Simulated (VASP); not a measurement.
CeZn2Ni:

```
Ce Zn Ni
1.0
     3.86439    0.00000    0.00000
     0.00000    3.86439    0.00000
     0.00000    0.00000    4.91927
Ce Zn Ni
1 2 1
Direct
  0.00000 0.00000 0.00000
  0.00000 0.50000 0.50000
  0.50000 0.00000 0.50000
  0.50000 0.50000 0.00000
```

The cell comes from a database or a generator and needn't be the stable form of this composition.

Program: VASP 6.6.1. Alike in all runs: potentials or basis VASP PAW PBE potentials, release 64 (Ce, Zn, Ni); spin collinear, ferromagnetic start; cell as given; cutoff (eV) 520; smearing fermi-dirac 0.05 eV.

Q: Order these runs on this cell by their pressure, lowest first.
A. level r2SCAN; k mesh 5 × 5 × 5
B. level SCAN; k mesh 5 × 5 × 5
C. level PBE; k mesh 7 × 7 × 6

A: B (-4.0 GPa), A (-2.0 GPa), C (0.6 GPa).

Caveats: the magnetic or orbital state may not be the lowest; the PAW data sets were made with another functional, which shifts forces and pressure a little (some runs).

Not every run made on this cell is shown here.
